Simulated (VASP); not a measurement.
Data:

```xyz
4
Lattice="3.6506 0.0000 0.0000 -1.8253 3.1616 0.0000 0.0000 0.0000 5.7783" Properties=species:S:1:pos:R:3 pbc="T T T"
Si     0.0000     0.0000     0.0000
Si     0.0000     0.0000     2.8891
Ge     0.0000     2.1077     1.4446
Ge     1.8253     1.0539     4.3337
```

All values below come from PBEsol GGA, VASP's PBE PAW potentials (set 64) (plane waves; VASP). Run with 500 eV cut-off, 10×10×6 Γ-centred mesh, first-order Methfessel-Paxton smearing of 0.10 eV, potentials Si Ge_d.

Energy and stress use the plane-wave basis of the starting cell.

Q: The ions, cell shape and volume at an external pressure of 10.0 GPa are relaxed. What does this cell relax into?

A: 
```xyz
4
Lattice="3.5915 0.0000 0.0000 -1.7957 3.1103 0.0000 0.0000 0.0000 5.7192" Properties=species:S:1:pos:R:3 pbc="T T T"
Si     0.0000     0.0000     0.0000
Si     0.0000     0.0000     2.8596
Ge     0.0000     2.0736     1.4298
Ge     1.7957     1.0368     4.2894
```
Space group P6_3/mmc (194), at a tolerance of 0.03 Å.

Q: How do energy and volume change from the first to the last step?

A: The energy (σ→0) changes by +32.3 meV/atom and the volume by -4.2 %, in 8 ionic steps.

The structure was generated: SiGe was put into the NiAs type type (P6_3/mmc), which need not be its known phase. This run relaxes it under an external pressure of 10 GPa. Symmetry was kept, so distortions that lower it aren't found.
